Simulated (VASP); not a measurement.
Output of a VASP run:

### OUTCAR
```
 ion  position               nearest neighbor table
   1  0.000  0.000  0.000-
  LATTYP: Found a body centered cubic cell.
 ALAT       =     3.3053988110
 Subroutine PRICEL returns:
 Original cell was already a primitive cell.
 Subroutine GETGRP returns: Found 48 space group operations
The static configuration has the point symmetry O_h .
The dynamic configuration has the point symmetry O_h .
 Subroutine INISYM returns: Found 48 space group operations
 Subroutine IBZKPT returns following result:
 Found    104 irreducible k-points:

 Following reciprocal coordinates:
            Coordinates               Weight
  0.000000  0.000000  0.000000      1.000000
  0.071429  0.000000  0.000000     12.000000
  0.142857  0.000000  0.000000     12.000000
  0.214286  0.000000  0.000000     12.000000
  0.285714  0.000000  0.000000     12.000000
  0.357143  0.000000  0.000000     12.000000
  0.428571  0.000000  0.000000     12.000000
  0.500000  0.000000  0.000000      6.000000
  0.071429  0.071429  0.000000     24.000000
  0.142857  0.071429  0.000000     48.000000
  0.214286  0.071429  0.000000     48.000000
  0.285714  0.071429  0.000000     48.000000
  0.357143  0.071429 -0.000000     48.000000
  0.428571  0.071429  0.000000     48.000000
  0.142857  0.142857  0.000000     24.000000
  0.214286  0.142857  0.000000     48.000000
  0.285714  0.142857  0.000000     48.000000
  0.357143  0.142857  0.000000     48.000000
  0.428571  0.142857  0.000000     24.000000
  0.214286  0.214286  0.000000     24.000000
  0.285714  0.214286  0.000000     48.000000
  0.357143  0.214286  0.000000     48.000000
  0.285714  0.285714  0.000000     24.000000
  0.357143  0.285714  0.000000     24.000000
  0.071429  0.071429  0.071429      8.000000
  0.142857  0.071429  0.071429     24.000000
  0.214286  0.071429  0.071429     24.000000
  0.285714  0.071429  0.071429     24.000000
  0.357143  0.071429  0.071429     24.000000
  0.428571  0.071429  0.071429     12.000000
 -0.071429  0.071429  0.071429      6.000000
  0.142857  0.142857  0.071429     24.000000
  0.214286  0.142857  0.071429     48.000000
  0.285714  0.142857  0.071429     48.000000
  0.357143  0.142857  0.071429     48.000000
 -0.142857  0.142857  0.071429     24.000000
  0.214286  0.214286  0.071429     24.000000
  0.285714  0.214286  0.071429     48.000000
  0.357143  0.214286  0.071429     24.000000
 -0.214286  0.214286  0.071429     24.000000
   k-points           NKPTS =    104   k-points in BZ     NKDIM =    104   number of bands    NBANDS=     10
   number of dos      NEDOS =    301   number of ions     NIONS =      1
   total plane-waves  NPLWV =   8000
   dimension x,y,z NGX =    20 NGY =   20 NGZ =   20
   dimension x,y,z NGXF=    40 NGYF=   40 NGZF=   40
   ions per type =               1
   PREC   = accura    normal or accurate (medium, high low for compatibility)
   ISTART =      0    job   : 0-new  1-cont  2-samecut
   ICHARG =      2    charge: 1-file 2-atom 10-const
   ISPIN  =      1    spin polarized calculation?
   LNONCOLLINEAR =      F non collinear calculations
   LSORBIT =      F    spin-orbit coupling
   INIWAV =      1    electr: 0-lowe 1-rand  2-diag
   ENCUT  =  480.0 eV  35.28 Ry    5.94 a.u.   5.11  5.11  5.11*2*pi/ulx,y,z
   NELM   =    100;   NELMIN=  2; NELMDL= -5     # of ELM steps
   EDIFF  = 0.1E-06   stopping-criterion for ELM
   LREAL  =      F    real-space projection
   NLSPLINE    = F    spline interpolate recip. space projectors
   LMAXMIX     =    4 max onsite mixed and CHGCAR
   VOSKOWN=      0    Vosko Wilk Nusair interpolation
   EDIFFG = -.1E-01   stopping-criterion for IOM
   NSW    =     40    number of steps for IOM
   NBLOCK =      1;   KBLOCK =     40    inner block; outer block
   IBRION =      2    ionic relax: 0-MD 1-quasi-New 2-CG
   NFREE  =      1    steps in history (QN), initial steepest desc. (CG)
...
```

### OSZICAR
```
...
       N       E                     dE             d eps       ncg     rms          rms(c)
DAV:   1    -0.101548778258E+02    0.37651E-02   -0.72903E-02  2562   0.435E+00    0.408E-01
DAV:   2    -0.101526553159E+02    0.22225E-02   -0.52977E-03  3072   0.105E+00    0.112E-01
DAV:   3    -0.101524113996E+02    0.24392E-03   -0.17714E-03  3210   0.477E-01    0.664E-02
DAV:   4    -0.101524694754E+02   -0.58076E-04   -0.56500E-05  2590   0.807E-02    0.359E-02
DAV:   5    -0.101525236215E+02   -0.54146E-04   -0.14661E-04  3426   0.844E-02    0.153E-02
DAV:   6    -0.101525240696E+02   -0.44807E-06   -0.24956E-06  2356   0.222E-02    0.512E-03
DAV:   7    -0.101525245868E+02   -0.51726E-06   -0.64816E-07  2706   0.982E-03    0.752E-04
DAV:   8    -0.101525245339E+02    0.52938E-07   -0.23994E-08  1126   0.197E-03
   4 F= -.85831110E+01 E0= -.85832315E+01  d E =-.626556E-01
       N       E                     dE             d eps       ncg     rms          rms(c)
DAV:   1    -0.101504866505E+02    0.20379E-02   -0.10059E-02  2566   0.161E+00    0.152E-01
DAV:   2    -0.101501769251E+02    0.30973E-03   -0.73232E-04  3074   0.390E-01    0.417E-02
DAV:   3    -0.101501427608E+02    0.34164E-04   -0.24521E-04  3208   0.177E-01    0.246E-02
DAV:   4    -0.101501519206E+02   -0.91598E-05   -0.77890E-06  2576   0.301E-02    0.134E-02
DAV:   5    -0.101501612015E+02   -0.92809E-05   -0.20287E-05  3420   0.313E-02    0.564E-03
DAV:   6    -0.101501614680E+02   -0.26650E-06   -0.34020E-07  1962   0.813E-03    0.203E-03
DAV:   7    -0.101501617081E+02   -0.24007E-06   -0.79499E-08  1254   0.424E-03    0.189E-04
DAV:   8    -0.101501617075E+02    0.60868E-09   -0.16524E-08  1094   0.236E-03
   5 F= -.85831095E+01 E0= -.85832284E+01  d E =-.626541E-01
       N       E                     dE             d eps       ncg     rms          rms(c)
DAV:   1    -0.101547788148E+02   -0.46171E-02   -0.25997E-02  2558   0.260E+00    0.243E-01
DAV:   2    -0.101539957236E+02    0.78309E-03   -0.19020E-03  3070   0.629E-01    0.667E-02
DAV:   3    -0.101539115181E+02    0.84205E-04   -0.63332E-04  3218   0.285E-01    0.394E-02
DAV:   4    -0.101539274016E+02   -0.15884E-04   -0.19793E-05  2580   0.480E-02    0.217E-02
DAV:   5    -0.101539398579E+02   -0.12456E-04   -0.52528E-05  3444   0.503E-02    0.917E-03
DAV:   6    -0.101539391546E+02    0.70327E-06   -0.71625E-07  2198   0.127E-02    0.325E-03
DAV:   7    -0.101539387514E+02    0.40326E-06   -0.17066E-07  1592   0.611E-03    0.306E-04
DAV:   8    -0.101539387309E+02    0.20500E-07   -0.26297E-08  1096   0.285E-03
   6 F= -.85830861E+01 E0= -.85832075E+01  d E =0.234202E-04
       N       E                     dE             d eps       ncg     rms          rms(c)
DAV:   1    -0.101517942345E+02    0.21445E-02   -0.11712E-02  2558   0.174E+00    0.164E-01
DAV:   2    -0.101514347034E+02    0.35953E-03   -0.85135E-04  3070   0.421E-01    0.449E-02
DAV:   3    -0.101513953183E+02    0.39385E-04   -0.28502E-04  3220   0.191E-01    0.266E-02
DAV:   4    -0.101514058347E+02   -0.10516E-04   -0.89959E-06  2566   0.323E-02    0.145E-02
DAV:   5    -0.101514164375E+02   -0.10603E-04   -0.23745E-05  3420   0.339E-02    0.615E-03
DAV:   6    -0.101514167326E+02   -0.29514E-06   -0.39648E-07  1972   0.888E-03    0.218E-03
DAV:   7    -0.101514169850E+02   -0.25245E-06   -0.90447E-08  1262   0.455E-03    0.208E-04
DAV:   8    -0.101514169793E+02    0.57407E-08   -0.19132E-08  1092   0.251E-03
   7 F= -.85831168E+01 E0= -.85832366E+01  d E =-.736709E-05
```

OUTCAR:
```
------------------------ aborting loop because EDIFF is reached ----------------------------------------
  FORCE on cell =-STRESS in cart. coord.  units (eV):
  Direction    XX          YY          ZZ          XY          YZ          ZX
  --------------------------------------------------------------------------------------
  Total        1.5691444      1.5691444      1.5691444      0.0000000      0.0000000     -0.0000000
  in kB      150.0807527    150.0807527    150.0807527      0.0000000      0.0000000     -0.0000000
  external PRESSURE =       0.0807527 kB  Pullay stress =     150.0000000 kB
  volume of cell :       16.75
      direct lattice vectors                 reciprocal lattice vectors
    -1.611868113  1.611868113  1.611868113     0.000000000  0.310199076  0.310199076
     1.611868113 -1.611868113  1.611868113     0.310199076  0.000000000  0.310199076
     1.611868113  1.611868113 -1.611868113     0.310199076  0.310199076  0.000000000
 POSITION                                       TOTAL-FORCE (eV/Angst)
 -----------------------------------------------------------------------------------
     -0.00000      0.00000      0.00000         0.000000      0.000000      0.000000
 -----------------------------------------------------------------------------------
    total drift:                                0.000000      0.000000      0.000000
  FREE ENERGIE OF THE ION-ELECTRON SYSTEM (eV)
  ---------------------------------------------------
  free  energy   TOTEN  =       -10.1514169793 eV

  energy  without entropy=      -10.1517763755  energy(sigma->0) =      -10.15153678
  enthalpy is  TOTEN    =        -8.5831168446 eV   P V=        1.5683001347

 reached required accuracy - stopping structural energy minimisation
```
(Selected blocks of OUTCAR.)

### POSCAR
```
Nb
1
   -1.6526994055     1.6526994055     1.6526994055
    1.6526994055    -1.6526994055     1.6526994055
    1.6526994055     1.6526994055    -1.6526994055
Nb
1
Direct
  0.0000000000   0.0000000000   0.0000000000
```

**Question.** Write an INCAR and KPOINTS that could have produced this output.

**Answer.** Several could match; the one computed here: the input of the run itself, PBE GGA, plane waves, VASP's PBE PAW potentials (set 64).

**INCAR**
```
SYSTEM = Nb
PREC = Accurate
ENCUT = 480
EDIFF = 1E-7
NELM = 100
ALGO = Normal
LREAL = .FALSE.
LASPH = .TRUE.
ISMEAR = 1
SIGMA = 0.1
GGA = PE
LMAXMIX = 4
LWAVE = .FALSE.
LCHARG = .FALSE.
ISIF = 3
IBRION = 2
NSW = 40
EDIFFG = -0.01
PSTRESS = 150
```

### KPOINTS
```
Automatic mesh
0
Gamma
14 14 14
0 0 0
```

POTCAR, in this order: Nb_sv (PBE.64 set). Program: vasp_std.

Energy and stress use the plane-wave basis of the starting cell.

The compound is Nb in the bcc structure. This run relaxes it under an external pressure of 15 GPa. Symmetry was kept, so distortions that lower it aren't found.
